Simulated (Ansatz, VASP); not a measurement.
Cu3Pt in VASP and in Ansatz

```xyz
4
Lattice="3.7346 0.0000 0.0000 0.0000 3.7346 0.0000 0.0000 0.0000 3.7346" Properties=species:S:1:pos:R:3 pbc="T T T"
Cu    0.0000    1.8673    1.8673
Cu    1.8673    0.0000    1.8673
Cu    1.8673    1.8673    0.0000
Pt    0.0000    0.0000    0.0000
```

Change from the starting cell: volume scaled by 1.02, crystal datasets.

Alike in both runs: task electric field gradients; functional LDA; k mesh 9 × 9 × 9; occupations fermi-dirac, width 0.05 eV; no spin polarisation.

|  | VASP | Ansatz |
| --- | --- | --- |
| version | VASP 6.6.1 | Ansatz 0.2.0 |
| potentials or method | VASP PAW LDA potentials, release 64 (Cu, Pt), cutoff 520 eV | all-electron PAW with datasets made for the crystal, scalar-relativistic |

```tsv
	VASP	Ansatz	Ansatz less VASP
pressure (GPa)	-14.2	-15.0	-0.79
Vzz of the field gradient on the site that differs most (V/Å²)	27.2	24.6	-2.58
```

Ansatz ran all-electron here, so the differences hold the error of VASP's frozen core and of both bases. Ansatz warned: «gradients_without_spin_orbit».

Spin-orbit coupling is left out, which matters for the levels of Pt.
